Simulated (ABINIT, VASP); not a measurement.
VASP ran on this input.

### KPOINTS
```
Automatic mesh
0
Gamma
8 8 8
0 0 0
```

INCAR:
```
! general
SYSTEM =AgCl
PREC   =Accurate
ENCUT  =300
LREAL  =.FALSE.
LASPH  =.TRUE.

! electronic loop
EDIFF  =1E-6
NELM   =100
ALGO   =Normal
LMAXMIX=4

! smearing
ISMEAR =-1
SIGMA  =0.01

! functional
GGA    =PS

! ions
ISIF   =2

! output
LWAVE  =.FALSE.
LCHARG =.FALSE.
```

**POSCAR**
```
AgCl
1
    0.0000000000     2.7750000000     2.7750000000
    2.7750000000     0.0000000000     2.7750000000
    2.7750000000     2.7750000000     0.0000000000
Ag Cl
1 1
Direct
  0.0000000000   0.0000000000   0.0000000000
  0.5000000000   0.5000000000   0.5000000000
```

POTCAR, in this order: Ag Cl (PBE.64 set). Program: vasp_std.

### Question
Write an input for ABINIT that does the same calculation.

### Answer
One input that does it (PBEsol, norm-conserving pseudopotentials (PseudoDojo nc-sr-04 PBEsol standard)):
```
# AgCl, PseudoDojo nc-sr-04 PBEsol standard
pp_dirpath "./"
pseudos "Ag.upf, Cl.upf"
acell 7.4161217731 7.4161217731 7.4161217731
rprim
         0.0000000000    0.7071067812    0.7071067812
         0.7071067812    0.0000000000    0.7071067812
         0.7071067812    0.7071067812    0.0000000000
natom 2
ntypat 2
znucl 47 17
typat 1 2
xred
         0.0000000000    0.0000000000    0.0000000000
         0.5000000000    0.5000000000    0.5000000000
ecut 41
occopt 3
tsmear 0.00036749
nband 18
kptopt 1
ngkpt 8 8 8
nshiftk 1
shiftk 0 0 0
nstep 100
tolvrs 1.0e-10
prtwf 0
prtden 0
prtvol 1
enunit 2
```
Both are inputs of real runs that ended normally. What can't carry over is the choice of potentials or basis and its cut-off, and each code's defaults.

The structure is a typed AgCl crystal (Fm-3m). The cell was not relaxed at this level, and it may have been scaled.
